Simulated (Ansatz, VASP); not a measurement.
## Cross-check of Pd (Palladium) between VASP and Ansatz

Aim: how closely do two programs agree when they are given the same cell, functional and k mesh? The cell is taken from a series of VASP runs on this material, whose earlier steps may have relaxed, scaled or displaced it; both programs get it as it stands.

Method: plane waves, with VASP 6.6.1 beside it; band structure at PBE, in Ansatz 0.2.0.

## (1) The structure

It takes space group Fm-3m (No. 225, cubic). The conventional cell has a = 3.935 Å, b = 3.935 Å, c = 3.935 Å, α = 90.00°, β = 90.00°, γ = 90.00°. Nearest to Pd lie 12 Pd at 2.78 Å.

Coordinates:

```cif
data_structure
_symmetry_space_group_name_H-M 'Fm-3m'
_symmetry_Int_Tables_number 225
_cell_length_a 3.9350
_cell_length_b 3.9350
_cell_length_c 3.9350
_cell_angle_alpha 90.000
_cell_angle_beta 90.000
_cell_angle_gamma 90.000
_cell_volume 60.93
loop_
_atom_site_label
_atom_site_type_symbol
_atom_site_symmetry_multiplicity
_atom_site_Wyckoff_symbol
_atom_site_fract_x
_atom_site_fract_y
_atom_site_fract_z
_atom_site_occupancy
Pd1 Pd 4 a 0.00000 0.00000 0.00000 1
```

## (2) Ansatz: band structure, PBE

Ansatz runs on its default PAW (the set named soft_2) files.

With cell and atoms fixed, the geometry can't cause a difference; cores, projectors, grids and the points listed under the comparison can.

The input, input.yaml:

```yaml
crystal:
  lattice:
    - [0.0, 1.9674975267, 1.9674975267]
    - [1.9674975267, 0.0, 1.9674975267]
    - [1.9674975267, 1.9674975267, 0.0]
  atoms:
    - { symbol: Pd, position: [0.0, 0.0, 0.0] }
hamiltonian:
  xc: pbe
  pseudopotentials: { kind: paw }
kpoints:
  mp_grid: { grid: [12, 12, 12] }
  band_path:
    path:
      - [0.0, 0.0, 0.0]
      - [0.16667, 0.0, 0.16667]
      - [0.33333, 0.0, 0.33333]
      - [0.5, 0.0, 0.5]
      - [0.5, 0.08333, 0.58333]
      - [0.5, 0.18333, 0.68333]
      - [0.5, 0.25, 0.75]
      - [0.45, 0.3, 0.75]
      - [0.40833, 0.34167, 0.75]
      - [0.35, 0.35, 0.7]
      - [0.225, 0.225, 0.45]
      - [0.075, 0.075, 0.15]
      - [0.03333, 0.03333, 0.03333]
      - [0.23333, 0.23333, 0.23333]
      - [0.4, 0.4, 0.4]
      - [0.51667, 0.46667, 0.51667]
      - [0.55833, 0.38333, 0.55833]
      - [0.60833, 0.28333, 0.60833]
      - [0.60833, 0.25, 0.64167]
      - [0.55833, 0.25, 0.69167]
      - [0.51667, 0.25, 0.73333]
      - [0.5, 0.3, 0.7]
      - [0.5, 0.38333, 0.61667]
      - [0.5, 0.48333, 0.51667]
      - [0.475, 0.475, 0.55]
      - [0.425, 0.425, 0.65]
      - [0.38333, 0.38333, 0.73333]
      - [0.59167, 0.18333, 0.59167]
      - [0.55, 0.1, 0.55]
      - [0.5, 0.0, 0.5]
    npoints: 1
scf:
  occupations: { method: methfessel_paxton, width: 0.2 }
  n_extra_bands: 6
output:
  forces: true
  stress: true
  eigenvalues: true
```

Run with:

```console
$ ansatz run input.yaml --threads 2 --pin off --max-ram 4608MiB --backend cpu --events-out ev --progress --plain --runs-dir out
```

Numbers of over 12 decimals in the logs are rounded to 6 here.

Log:

```text
scf.n_extra_bands = 6 over 9 filled bands (N_el = 18.0): the run solves 15 bands
Engine: ansatz 0.2.0, aarch64-unknown-linux-gnu
Pseudopotentials: kind: paw
Pseudopotential: Pd, paw, valence charge 18, recommended cutoff 420 eV (normal), Pd.paw.azcp
Functional definition: PBE
  parameter kappa = 0.804
  parameter beta = 0.066725
  exchange = pbe_x(kappa = kappa, mu = beta*pi^2/3)
  correlation = pbe_c(beta = beta)
Crystal: 1 atoms, lattice volume = 15.233 Å³
Basis set: ecut = 420 eV, 307 PW (Γ), exchange–correlation on 40×40×40 points (8 copies of the dense FFT grid, shifted against one another)
Bands: 15, of which v1, the nominal top of the filled ones, is band 9 counted from 1 (8 counted from 0)
Symmetry: 48 space group operations
Space group: Fm-3m (ITA 225), of the structure as read, at distance tolerance 2.5e-5 Å
k-points: 72 of 1728
Non-local potential: Pd, projectors of the file, l = 0: 2, l = 1: 2, l = 2: 2, l = 3: 1
PAW form: soft (Blöchl's): semilocal exchange-correlation on the pseudo side does not see the compensation charge
PAW one-centre angular grid: Pd, 590 points (default); XC on 64 Gauss nodes
Initial density: superposition of atomic densities (neutral atoms: chi_scale 0, normalization atom), corrected by the library's trained network
Initial wavefunctions: pseudopotential atomic-orbital guess
Functional: x = pbe(κ = 0.804, μ = 0.219515), c = pbe(β = 0.066725)
SCF iter   1: F=—  HF=-6972.852997 eV  |F-HF|=—  |Δ(HF+E_count)|=         —  Δρ=5.34e-3  dr2=9.61e-4  ethr=1.77e-3  ⟨swp⟩=5.0  Hψ=5633  notcnv=0  defer=17
preconditioner: auto → none  [metal: Δε(μ)=0.004 eV  Ē_g=17.927 eV  σ=0.200 eV  W_gap=0.02  n_scr=8 (ndim 8)  ℏωp=30.1 eV  f_vac=0.000  D(μ)=2.57/eV (n_scr^D=50)  sad-step TF]
SCF iter   2: F=—  HF=-6972.853049 eV  |F-HF|=—  |Δ(HF+E_count)|=   5.15e-5  S|Δr|=    0.00e0  Δρ=2.74e-3  dr2=1.90e-4  ethr=5.34e-6  ⟨swp⟩=1.5  Hψ=1747  notcnv=0  defer=17
SCF iter   3: F=—  HF=-6972.853161 eV  |F-HF|=—  |Δ(HF+E_count)|=   1.13e-4  S|Δr|=    0.00e0  Δρ=8.29e-4  dr2=9.53e-5  ethr=1.06e-6  ⟨swp⟩=2.0  Hψ=1560  notcnv=0  defer=17
SCF iter   4: F=—  HF=-6972.853137 eV  |F-HF|=—  |Δ(HF+E_count)|=   2.45e-5  S|Δr|=    0.00e0  Δρ=1.23e-4  dr2=1.12e-6  ethr=5.29e-7  ⟨swp⟩=2.4  Hψ=1326  notcnv=0  defer=17
SCF iter   5: F=—  HF=-6972.853138 eV  |F-HF|=—  |Δ(HF+E_count)|=   8.67e-7  S|Δr|=    0.00e0  Δρ=5.89e-5  dr2=4.33e-7  ethr=6.24e-9  ⟨swp⟩=2.2  Hψ=1412  notcnv=0  defer=17
SCF iter   6: F=-6972.853138 eV  HF=-6972.853138 eV  |F-HF|=4.12e-8  |Δ(HF+E_count)|=   9.42e-8  S|Δr|=    0.00e0  Δρ=2.24e-5  dr2=6.37e-8  ethr=5.56e-10  ⟨swp⟩=6.2  Hψ=4199  notcnv=0
SCF 1 converged in 6 iterations: F = -6972.853138 eV  dr2 = 6.37e-8
  greatest PAW one-centre occupation: 0.999 electrons in one spin orbital (limit 2), on the Pd atom at site 0 (counted from 0), in its partial waves of l = 0
NSCF: frozen V_eff on 30 k-points
SCF converged after 6 iterations
Stability not checked: this state was not tested for a lower state beside it, because cold or Methfessel-Paxton smearing, or corrected tetrahedra, fill the levels in a way that the test cannot read (fill_not_monotonic; see scf.lower_state_search)
Free energy (F): -6972.853138 eV
Harris-Foulkes:  -6972.853138 eV  (|F-HF|=4.12e-8)
Internal energy: -6972.848466 eV  (E = F + TS)
E sigma→0 (E₀):  -6972.851970 eV
Entropy (-TS):   -0.004672 eV (-4.672 meV/atom)
Fermi energy:    18.936861 eV
--- Per-component energies (eV) ---
  E_band       = -149.782539
  E_kinetic    = 513.179452
  E_local      = -1793.561926  (includes V_loc(G=0)·N_el)
  E_nonlocal   = 217.119983
  E_hartree    = 727.102403
  E_xc         = -168.543704
  E_vxc        = -211.446802  (∫ρ·V_xc dr)
  E_paw        = -3750.148328  (= ΣΔE_a)
  E_vpaw       = -329.290534  (= ΣTr[D̂ρ^β])
  E_aug_tail   = 0.000192  (compensation charges beyond the density's cutoff)
  E_ewald      = -2717.996537
  E_smearing   = -0.004672  (= −TS)
  E_closure    = 0.000000  (closes the sum)
  Σ components = -6972.853138   (vs F -6972.853138, Δ=0.00e0)
--- Forces (eV/Å), atoms counted from 1 ---
  atom   1  Pd     0.00000000     0.00000000    -0.00000000
  max |Σ_I F_I| component: 6.57e-32 eV/Å
--- Stress (GPa, compression-positive) ---
        0.746626      -0.000000       0.000000
        0.000000       0.746626      -0.000000
        0.000000       0.000000       0.746626
  P = ⅓ Tr σ = 0.7466 GPa (7.466 kbar)
--- Band table (eV; the first three rows and the last of 72) ---
  k-point 0: bands = [... 5 lower, 16.2626, 16.2626, 16.2626, 17.7931, 17.7931, 35.9743, 40.5146, 40.5146, ... 2 higher]
  k-point 1: bands = [... 5 lower, 16.1818, 16.3435, 16.3435, 17.7568, 17.7568, 36.2027, 39.0835, 40.7809, ... 2 higher]
  k-point 2: bands = [... 5 lower, 16.0424, 16.5074, 16.5074, 17.7338, 17.7338, 35.9078, 37.2245, 41.4736, ... 2 higher]
  k-point 71: bands = [... 5 lower, 15.7483, 15.7483, 17.7094, 19.2348, 27.6946, 27.6946, 29.0495, 30.3305, ... 2 higher]
```

It took 1.4 s on 2 threads of Arm Neoverse N1, shared host; peak memory 0.3 GiB; 2.3 s of CPU time.

## (3) VASP: band structure, PBE

The same cell, functional, mesh and smearing now go to VASP, with its own data sets and cutoff.

Lines of VASP's logs that name or quote its potential files are left out, and so is its time.

The input, INCAR:

```
SYSTEM = Pd
PREC = Accurate
ENCUT = 400
EDIFF = 1E-06
NELM = 100
ISMEAR = 1
SIGMA = 0.2
LREAL = .FALSE.
ALGO = Normal
GGA = PE
NBANDS = 16
LORBIT = 11
LWAVE = .FALSE.
LCHARG = .FALSE.
KPAR = 2
```

The input, POSCAR:

```
Pd
1.0
    0.0000000000      1.9674975267      1.9674975267
    1.9674975267      0.0000000000      1.9674975267
    1.9674975267      1.9674975267      0.0000000000
Pd
1
Direct
    0.0000000000      0.0000000000      0.0000000000
```

The input, KPOINTS:

```
Automatic mesh
0
Gamma
12 12 12
0 0 0
```

The input, KPOINTS_OPT:

```
Line mode
16
Line-mode
Reciprocal
  0.00000000   0.00000000   0.00000000 GAMMA
  0.50000000   0.00000000   0.50000000 X

  0.50000000   0.00000000   0.50000000 X
  0.50000000   0.25000000   0.75000000 W

  0.50000000   0.25000000   0.75000000 W
  0.37500000   0.37500000   0.75000000 K

  0.37500000   0.37500000   0.75000000 K
  0.00000000   0.00000000   0.00000000 GAMMA

  0.00000000   0.00000000   0.00000000 GAMMA
  0.50000000   0.50000000   0.50000000 L

  0.50000000   0.50000000   0.50000000 L
  0.62500000   0.25000000   0.62500000 U

  0.62500000   0.25000000   0.62500000 U
  0.50000000   0.25000000   0.75000000 W

  0.50000000   0.25000000   0.75000000 W
  0.50000000   0.50000000   0.50000000 L

  0.50000000   0.50000000   0.50000000 L
  0.37500000   0.37500000   0.75000000 K

  0.62500000   0.25000000   0.62500000 U
  0.50000000   0.00000000   0.50000000 X
```

The projector-augmented-wave data sets are Pd (PBE family, release 64).

Run with:

```console
$ mpirun -np 2 vasp_std
```

Log:

```text
[banner, memory and clock lines left out]
running    2 mpi-ranks, on    1 nodes
 distrk:  each k-point on    1 cores,    2 groups
 distr:  one band on    1 cores,    1 groups

 POSCAR found type information on POSCAR Pd
 POSCAR found :  1 types and       1 ions
 LDA part: xc-table for (Slater+PW92), standard interpolation
 POSCAR, INCAR and KPOINTS ok, starting setup
 FFT: planning ... GRIDC
 FFT: planning ... GRID_SOFT
 FFT: planning ... GRID
 WAVECAR not read
 entering main loop
       N       E                     dE             d eps       ncg     rms          rms(c)
DAV:   1     0.396432672220E+02    0.39643E+02   -0.39669E+03  2368   0.470E+02
DAV:   2    -0.481067244562E+01   -0.44454E+02   -0.42318E+02  3032   0.135E+02
DAV:   3    -0.549798175054E+01   -0.68731E+00   -0.68617E+00  2904   0.166E+01
DAV:   4    -0.549970547170E+01   -0.17237E-02   -0.17235E-02  2912   0.889E-01
DAV:   5    -0.549971438211E+01   -0.89104E-05   -0.89098E-05  2880   0.561E-02    0.705E+00
DAV:   6    -0.523319613716E+01    0.26652E+00   -0.98388E-01  3328   0.585E+00    0.340E+00
DAV:   7    -0.522396988699E+01    0.92263E-02   -0.11276E-02  3080   0.612E-01    0.183E+00
DAV:   8    -0.522072444609E+01    0.32454E-02   -0.99431E-04  3344   0.205E-01    0.126E-01
DAV:   9    -0.522068940681E+01    0.35039E-04   -0.11080E-04  2712   0.656E-02    0.262E-02
DAV:  10    -0.522069482797E+01   -0.54212E-05   -0.63370E-06  3200   0.168E-02    0.963E-03
DAV:  11    -0.522069389383E+01    0.93414E-06   -0.23863E-07  2232   0.347E-03
   1 F= -.52206939E+01 E0= -.52191168E+01  d E =-.473130E-02
 Start KPOINTS_OPT (optional k-point list driver)
k-point batch [1-72\160]
       N       E                     dE             ncg
DAV:   1     0.818346182759E+04   -0.14921E+05     2312
DAV:   2     0.488919065259E+04   -0.32943E+04     3096
DAV:   3     0.484180852574E+04   -0.47382E+02     2968
DAV:   4     0.484169999906E+04   -0.10853E+00     2872
DAV:   5     0.484169950863E+04   -0.49043E-03     3016
DAV:   6     0.484169950524E+04   -0.33854E-05     2720
DAV:   7     0.484169950521E+04   -0.29971E-07     2528
[...]
k-point batch [145-160\160]
       N       E                     dE             ncg
DAV:   1     0.268102416421E+05   -0.57134E+04      520
DAV:   2     0.260714737917E+05   -0.73877E+03      720
DAV:   3     0.260604347343E+05   -0.11039E+02      632
DAV:   4     0.260604196340E+05   -0.15100E-01      688
DAV:   5     0.260604195823E+05   -0.51705E-04      616
DAV:   6     0.260604195820E+05   -0.27517E-06      640
```

Parts of OUTCAR (step 3):

```text
ion  position               nearest neighbor table
   1  0.000  0.000  0.000-

  LATTYP: Found a face centered cubic cell.
 ALAT       =     3.9349950534

 Subroutine GETGRP returns: Found 48 space group operations
 (whereof 48 operations were pure point group operations)

The static configuration has the point symmetry O_h .

 Found     72 irreducible k-points:

   k-points           NKPTS =     72   k-points in BZ     NKDIM =     72   number of bands    NBANDS=     16

   dimension x,y,z NGX =    18 NGY =   18 NGZ =   18
   dimension x,y,z NGXF=    36 NGYF=   36 NGZF=   36

   ENCUT  =  400.0 eV  29.40 Ry    5.42 a.u.   4.54  4.54  4.54*2*pi/ulx,y,z

   NELECT =      10.0000    total number of electrons

 k-points in reciprocal lattice and weights: Automatic mesh
   0.00000000  0.00000000  0.00000000       0.001
   0.08333333  0.00000000  0.00000000       0.005
   0.16666667  0.00000000  0.00000000       0.005
   0.25000000  0.00000000  0.00000000       0.005
   0.33333333  0.00000000  0.00000000       0.005
   0.41666667  0.00000000  0.00000000       0.005
   0.50000000  0.00000000  0.00000000       0.002
   0.08333333  0.08333333  0.00000000       0.003
   0.16666667  0.08333333  0.00000000       0.014
[...]
-0.33333333  0.50000000  0.16666667       0.007
  -0.25000000  0.50000000  0.25000000       0.003

 average (electrostatic) potential at core
       1 -70.9729

 E-fermi :   9.2091

 k-point     1 :       0.0000    0.0000    0.0000
  band No.  band energies     occupation
    ...
      2       6.5400      2.00000
      3       6.5400      2.00000
      4       6.5400      2.00000
      5       8.0723      2.00000
      6       8.0723      2.00000
      7      26.4219      0.00000
      8      31.0172      0.00000
      9      31.0172      0.00000
     10      31.0172      0.00000
     11      35.5362      0.00000
    ...

 k-point     2 :       0.0833    0.0000    0.0000
  band No.  band energies     occupation
    ...
      2       6.4596      2.00000
      3       6.6209      2.00000
      4       6.6209      2.00000
      5       8.0364      2.00000
      6       8.0364      2.00000
      7      26.6464      0.00000
      8      29.5253      0.00000
      9      31.2799      0.00000
     10      31.2799      0.00000
     11      35.6511      0.00000
    ...

 k-point     3 :       0.1667    0.0000    0.0000
  band No.  band energies     occupation
    ...
      2       6.3204      2.00000
      3       6.7849      2.00000
      4       6.7849      2.00000
      5       8.0130      2.00000
      6       8.0130      2.00000
      7      26.2813      0.00000
      8      27.6683      0.00000
      9      31.9494      0.00000
     10      31.9494      0.00000
     11      35.1501      0.00000
    ...

  Total        0.0063073      0.0063073      0.0063073     -0.0000000      0.0000000     -0.0000000
  in kB        0.6634089      0.6634089      0.6634089     -0.0000000      0.0000000     -0.0000000
  external PRESSURE =       0.6634089 kB  Pullay stress =       0.0000000 kB

  energy-cutoff  :      400.00
  volume of cell :       15.23
      direct lattice vectors                 reciprocal lattice vectors
     0.000000000  1.967497527  1.967497527    -0.254129926  0.254129926  0.254129926
     1.967497527  0.000000000  1.967497527     0.254129926 -0.254129926  0.254129926
     1.967497527  1.967497527  0.000000000     0.254129926  0.254129926 -0.254129926

 POSITION                                       TOTAL-FORCE (eV/Angst)
 -----------------------------------------------------------------------------------
      0.00000      0.00000      0.00000         0.000000     -0.000000     -0.000000
 -----------------------------------------------------------------------------------
    total drift:                                0.000000     -0.000000     -0.000000

  FREE ENERGIE OF THE ION-ELECTRON SYSTEM (eV)
  ---------------------------------------------------
  free  energy   TOTEN  =        -5.2206938938 eV

  energy  without entropy=       -5.2159625963  energy(sigma->0) =       -5.21911679

 total charge
# of ion       s       p       d       tot
------------------------------------------
    1        0.477   0.445   8.452   9.374

[... 3 further parts left out ...]
```

The run ends at a pressure of 0.07 GPa.

## (4) Differences

Known differences besides the potentials themselves: the data sets hold 18 valence electrons in Ansatz (default PAW (the set named soft_2) files) and 10 in VASP; the cutoff is 420 eV in Ansatz and 400 eV in VASP; VASP leaves aspherical gradient terms in its spheres out (LASPH is not set), Ansatz keeps them. Total energies have different zeros and are not compared.

The two programs side by side:

```csv
quantity,Ansatz,VASP,difference
pressure (GPa),0.75,0.07,+0.68
pressure without Ansatz's Pulay correction (GPa),0.68,0.07,+0.62
```

Levels from 3 eV below to 2 eV above the Fermi level differ by 6 meV r.m.s. and 13 meV at most; each VASP level is matched to the nearest of Ansatz, which flatters the figure a little. Ansatz's pressure holds a Pulay correction of 0.06 GPa; VASP's holds none.

## (5) Summary of results

```yaml
r_m_s_difference_of_levels_near_the_fermi_level_band_structure_pbe: 5.7 meV
difference_in_pressure_band_structure_pbe: 0.68 GPa
```

The difference in pressure is 0.68 GPa (band structure, PBE), within the 1 GPa picked in this series as the mark of a large difference. How closely two codes agree says nothing of how well the functional describes the real material.

[Lines on the potential files, build, host, timing and source positions are cut from VASP's logs without a mark.]

[Logs are printed without paths, hosts, clocks, repeated set-up lines and the standing remarks that a program may print on its own settings, such as how far it seeks lower states.]

[Hosts, paths, dates, database ids (printed as entryN), source tags and the programs' standing remarks are cut or masked in the printed files.]
